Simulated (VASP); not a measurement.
OSZICAR of a VASP run on CdS (space group P6_3mc):

OSZICAR:
```
       N       E                     dE             d eps       ncg     rms          rms(c)
DAV:   1     0.179240630444E+03    0.17924E+03   -0.13574E+04  1600   0.983E+02
DAV:   2    -0.472651672660E+01   -0.18397E+03   -0.18130E+03  1788   0.290E+02
DAV:   3    -0.131415916158E+02   -0.84151E+01   -0.83918E+01  1920   0.639E+01
DAV:   4    -0.132247942316E+02   -0.83203E-01   -0.83176E-01  1874   0.627E+00
DAV:   5    -0.132262516992E+02   -0.14575E-02   -0.14574E-02  1956   0.786E-01    0.130E+01
DAV:   6    -0.121759897273E+02    0.10503E+01   -0.24596E+00  2062   0.163E+01    0.999E+00
DAV:   7    -0.121561538904E+02    0.19836E-01   -0.98944E-01  1854   0.567E+00    0.379E+00
DAV:   8    -0.121453199747E+02    0.10834E-01   -0.15811E-01  1802   0.402E+00    0.623E-01
DAV:   9    -0.121442357810E+02    0.10842E-02   -0.24563E-02  1854   0.207E+00    0.182E-01
DAV:  10    -0.121441414440E+02    0.94337E-04   -0.19098E-03  1854   0.544E-01    0.104E-01
DAV:  11    -0.121442001527E+02   -0.58709E-04   -0.18586E-04  1818   0.908E-02    0.830E-02
DAV:  12    -0.121442964102E+02   -0.96258E-04   -0.18367E-04  1788   0.792E-02    0.432E-02
DAV:  13    -0.121443011651E+02   -0.47549E-05   -0.61942E-05  1764   0.620E-02    0.217E-02
DAV:  14    -0.121443008990E+02    0.26609E-06   -0.87569E-06  1946   0.156E-02
   1 F= -.12144301E+02 E0= -.12144301E+02  d E =-.163900E-43
```

Q: Which electronic solver shows in the log?

A: It is blocked Davidson (ALGO = Normal, or the opening steps of other solvers). The INCAR had ALGO = Normal.

Q: Can the final energy be trusted as converged?

A: Self-consistency was reached. It stopped with EDIFF = 1E-6, NELM = 100 (PBE GGA, plane waves, VASP's PBE PAW potentials (set 64)).

The structure comes from a computed database's CdS entry (P6_3mc); how it stands against other phases isn't given here. The cell was not relaxed at this level, and its volume differs by -5.9 % from the start's.
